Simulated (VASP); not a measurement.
All values below come from LDA (Ceperley-Alder, Perdew-Zunger), VASP's LDA PAW potentials (set 64) (plane waves; VASP).

Input for VASP

**KPOINTS**
```
Automatic
0
G
  16 16 9
```

POSCAR:
```
Ru
1
    1.3277728788    -2.2997702424     0.0000000000
    1.3277728788     2.2997702424    -0.0000000000
   -0.0000000000     0.0000000000     4.1878005110
Ru
2
Direct
  0.3333330000   0.6666670000   0.2500000000
  0.6666670000   0.3333330000   0.7500000000
```

INCAR:
```
# general
SYSTEM =Ru
PREC   =Accurate
ENCUT  =500
LREAL  =.FALSE.
LASPH  =.TRUE.

# electronic loop
EDIFF  =1E-6
NELM   =100
ALGO   =Normal
LMAXMIX=4

# smearing
ISMEAR =1
SIGMA  =0.1

# ions
IBRION =2
NSW    =40
ISIF   =3
EDIFFG =-0.02
PSTRESS=100

# output
LWAVE  =.FALSE.
LCHARG =.FALSE.
```

POTCAR, in this order: Ru_pv (LDA.64 set). Program: vasp_std.

Task: What will the output report for the number of irreducible k-points (NKPTS), largest plane-wave count, number of space-group operations, FFT grid (NGX, NGY, NGZ)?

Result: 
The number of irreducible k-points (NKPTS) is 150, the largest plane-wave count comes out as 671 and the number of space-group operations comes out as 24. The FFT grid (NGX, NGY, NGZ) comes out as 20 × 20 × 32.

The compound is Ru in the hcp structure. It was relaxed first under an external pressure of 10 GPa.
